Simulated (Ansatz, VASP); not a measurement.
# Cross-check of LaYO2F2 between VASP and Ansatz, part 2 of 2

Aim: how closely do two programs agree when they are given the same cell, functional and k mesh? The cell is generated by rule, not measured, and may not be a known phase. The cell is taken from a series of runs on this material, whose earlier steps may have relaxed, scaled, displaced or heated it; both programs get it as it stands.

VASP 6.6.1 and Ansatz 0.2.0.

So far: Starting point; Ansatz: relaxation of cell and atoms, PBE with D3(BJ), pair 1; VASP: relaxation of cell and atoms, PBE with D3(BJ), pair 1; Comparison.

The structure was built from a prototype and need not be the compound's stable phase.

### 5. Ansatz: relaxation of cell and atoms, PBE with D3(BJ), pair 2

Level of this step: Ansatz beside VASP: Kohn-Sham DFT, plane waves, PBE with D3(BJ) (Ansatz).

The relaxed volume is the usual yardstick between codes: in a stiff, nearly cubic crystal its relative difference is about their pressure difference at one cell divided by the bulk modulus.

The cell is taken from a series of runs on this material, whose earlier steps may have relaxed, scaled, displaced or heated it; both programs get it as it stands.

The input, input.yaml:

```yaml
crystal:
  lattice:
    - [3.9510804624, 0.0, 0.0]
    - [0.0, 3.9510804624, 0.0]
    - [0.0, 0.0, 5.6681567893]
  atoms:
    - { symbol: "Y", position: [0.0, 0.5, 0.7107365595] }
    - { symbol: La, position: [0.5, 0.0, 0.2852361808] }
    - { symbol: O, position: [0.0, 0.0, 0.5131613403] }
    - { symbol: O, position: [0.5, 0.5, 0.5131613403] }
    - { symbol: F, position: [0.0, 0.0, -0.0111477105] }
    - { symbol: F, position: [0.5, 0.5, -0.0111477105] }
kpoints:
  mp_grid: { grid: [6, 6, 4] }
hamiltonian:
  xc: pbe
  dispersion: d3bj
scf:
  occupations: { method: gaussian, width: 0.02 }
output:
  forces: true
  stress: true
  eigenvalues: true
  write_density: true
  write_potential: true
  elf: true
  volumetric_format: npy
relax:
  adjacent_minimum: "off"
  f_tol: 0.005
  max_steps: 80
  cell: { stress_tol: 0.05 }
```

Run with:

```sh
$ ansatz run input.yaml --threads 8 --pin off --max-ram 14336MiB --backend cpu --events-out ev --progress --plain --runs-dir out
```

Numbers of over 12 decimals in the logs are rounded to 6 here.

What it wrote:

```text
[...]
Crystal: 6 atoms, lattice volume = 88.486 Å³
Basis set: ecut = 420 eV, 1739 PW (Γ), exchange–correlation on 54×54×80 points (8 copies of the dense FFT grid, shifted against one another)
Bands: 30, of which v1, the nominal top of the filled ones, is band 24 counted from 1 (23 counted from 0)
Symmetry: 8 space group operations
[...]
k-points: 30 of 144 (time reversal used)
[...]
cell:  # Å, volume = 88.4209 Å³
    - [3.949137, 0.0, 0]
    - [0.0, 3.949137, 0.0]
    - [0, 0.0, 5.669577]
  atoms:
    - { symbol: Y, position: [0, 0.500000, 0.710604] }
    - { symbol: La, position: [0.500000, 0.0, 0.284937] }
    - { symbol: O, position: [0, 0.0, 0.513307] }
    - { symbol: O, position: [0.500000, 0.500000, 0.513307] }
    - { symbol: F, position: [0, 0.0, -0.011078] }
    - { symbol: F, position: [0.500000, 0.500000, -0.011078] }
[key lines of the parts left out:]
SCF converged after 4 iterations
Free energy (F): -12864.028343 eV
Fermi energy:    10.405408 eV
P = ⅓ Tr σ = -0.0031 GPa (-0.031 kbar)
```

### 6. VASP: relaxation of cell and atoms, PBE with D3(BJ), pair 2

The same cell, functional, mesh and smearing now go to VASP, with its own data sets.

The input, INCAR:

```
SYSTEM = LaYO2F2
PREC = Accurate
ENCUT = 600
EDIFF = 1E-07
NELM = 200
ISMEAR = 0
SIGMA = 0.02
LREAL = .FALSE.
ALGO = Normal
GGA = PE
IVDW = 12
NBANDS = 30
LASPH = .TRUE.
LORBIT = 11
LWAVE = .FALSE.
LCHARG = .FALSE.
ISIF = 3
IBRION = 2
NSW = 80
EDIFFG = -0.005
GGA_COMPAT = .FALSE.
NELMIN = 4
EFERMI = MIDGAP
LMAXMIX = 6
KPAR = 2
```

The input, POSCAR:

```
LaYO2F2
1.0
    3.9510800000      0.0000000000      0.0000000000
    0.0000000000      3.9510800000      0.0000000000
    0.0000000000      0.0000000000      5.6681570000
Y La O F
1 1 2 2
Direct
    0.0000000000      0.5000000000      0.7107364881
    0.5000000000      0.0000000000      0.2852361006
    0.0000000000      0.0000000000      0.5131613327
    0.5000000000      0.5000000000      0.5131613327
    0.0000000000      0.0000000000      0.9888522848
    0.5000000000      0.5000000000      0.9888522848
```

The input, KPOINTS:

```
Automatic mesh
0
Gamma
6 6 4
0 0 0
```

PAW data sets: Y_sv, La, O and F (PBE family, release 64).

Run with:

```sh
$ mpirun -np 2 vasp_std
```

What it wrote:

```text
[... set-up lines as in an earlier step ...]
 entering main loop
       N       E                     dE             d eps       ncg     rms          rms(c)
DAV:   1     0.567401542962E+03    0.56740E+03   -0.23527E+04  1958   0.249E+03
DAV:   2     0.787886239010E+02   -0.48861E+03   -0.43922E+03  2108   0.489E+02
DAV:   3    -0.428077849666E+02   -0.12160E+03   -0.11458E+03  2482   0.207E+02
DAV:   4    -0.549027865835E+02   -0.12095E+02   -0.11998E+02  3056   0.616E+01
[...]
DAV:  15    -0.480035071266E+02   -0.86022E-05   -0.17370E-05  2440   0.294E-02    0.734E-03
DAV:  16    -0.480035068719E+02    0.25472E-06   -0.68551E-06  2556   0.159E-02    0.296E-03
DAV:  17    -0.480035069009E+02   -0.29004E-07   -0.67858E-07  2342   0.564E-03
   1 F= -.49177921E+02 E0= -.49177921E+02  d E =-.491779E+02
[...]
2 F= -.49178187E+02 E0= -.49178187E+02  d E =-.265807E-03
[...]
3 F= -.49178437E+02 E0= -.49178437E+02  d E =-.516384E-03
[...]
4 F= -.49178484E+02 E0= -.49178484E+02  d E =-.466590E-04
 trial-energy change:   -0.000047  1 .order   -0.000047   -0.000098    0.000004
 step:   0.8846(harm=  0.8854)  dis= 0.00095  next Energy=   -49.178484 (dE=-0.467E-04)
 reached required accuracy - stopping structural energy minimisation
```

OUTCAR, selected parts (step 6):

```text
 Edisp (eV)   -1.17904

 Edisp (eV)   -1.17943

  Total       0.00093     0.00093     0.00404     0.00000     0.00000     0.00000
  in kB       0.01685     0.01685     0.07353     0.00000     0.00000     0.00000
  external pressure =        0.04 kB  Pullay stress =        0.00 kB

 POSITION                                       TOTAL-FORCE (eV/Angst)
 -----------------------------------------------------------------------------------
      0.00000      1.97252      4.02500         0.000000      0.000000     -0.004744
      1.97252      0.00000      1.61309         0.000000      0.000000      0.000008
      0.00000      0.00000      2.90579         0.000000      0.000000     -0.000473
      1.97252      1.97252      2.90579         0.000000      0.000000     -0.000473
      0.00000      0.00000      5.59968         0.000000      0.000000      0.002842
      1.97252      1.97252      5.59968         0.000000      0.000000      0.002842
 -----------------------------------------------------------------------------------
    total drift:                                0.000000     -0.000000      0.000259

  FREE ENERGIE OF THE ION-ELECTRON SYSTEM (eV)
  ---------------------------------------------------
  free  energy   TOTEN  =       -49.1784838841 eV

  energy  without entropy=      -49.1784838841  energy(sigma->0) =      -49.17848388

[... 2 parts as in an earlier step ...]

[... 2 further parts left out ...]
[key lines of the parts left out:]
E-fermi :   5.6831
```

### 7. Comparison

Compared:

```
                                         quantity  Ansatz   VASP  difference
                                      volume (Å³)   88.42  88.12     +0.34 %
edge a after relaxation, in the typed setting (Å)   3.949  3.945     +0.10 %
edge c after relaxation, in the typed setting (Å)   5.670  5.662     +0.13 %
```

### 8. Summary of results

```
difference in volume (relaxation of cell and atoms, PBE with D3(BJ), pair 1) : 0.33 %
difference in volume (relaxation of cell and atoms, PBE with D3(BJ), pair 2) : 0.34 %
```

**Reading.** The difference in volume is 0.34 % (relaxation of cell and atoms, PBE with D3(BJ), pair 2), within the 1.2 % picked in this series as the mark of a large difference, as far as the stopping tolerances let one tell. Such differences can come from data sets, numerical settings and the points named under the comparisons, not from the functional's error against experiment.

[Lines on the potential files, build, host, timing and source positions are cut from VASP's logs without a mark.]

[Logs are printed without paths, hosts, clocks, repeated set-up lines and the standing remarks that a program may print on its own settings, such as how far it seeks lower states.]

[Hosts, paths, dates, database ids (printed as entryN), source tags and the programs' standing remarks are cut or masked in the printed files.]
